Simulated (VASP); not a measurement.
Sc:

```xyz
2
Lattice="3.3090 0.0000 0.0000 -1.6545 2.8657 0.0000 0.0000 0.0000 5.2733" Properties=species:S:1:pos:R:3 pbc="T T T"
Sc    0.0000    1.9105    1.3183
Sc    1.6545    0.9552    3.9550
```

Base run:

| Property | Result |
| --- | --- |
| Program | VASP 6.6.1 |
| Functional | PBE |
| Potentials or basis | VASP PAW PBE potentials, release 64 (Sc_sv) |
| Cutoff | 520 eV |
| k mesh | 11 × 11 × 6 |
| Occupations | fermi-dirac, width 0.05 eV |
| Spin | no spin polarisation |

Its results: band gap on the k mesh none (metal or under the smearing width); pressure -0.7 GPa.

**Question.** The run is repeated on the same cell with these changes: functional from PBE to PBEsol; k mesh from 11 × 11 × 6 to 16 × 16 × 9. What comes out?

**Answer.** Band gap on the k mesh none (metal or under the smearing width); pressure -2.8 GPa.

Several settings changed at once, so the effect can't be laid on one alone.

Caveats: the PAW data sets were made with another functional, which shifts forces and pressure a little (some runs).

Not every run made on this cell is shown here.
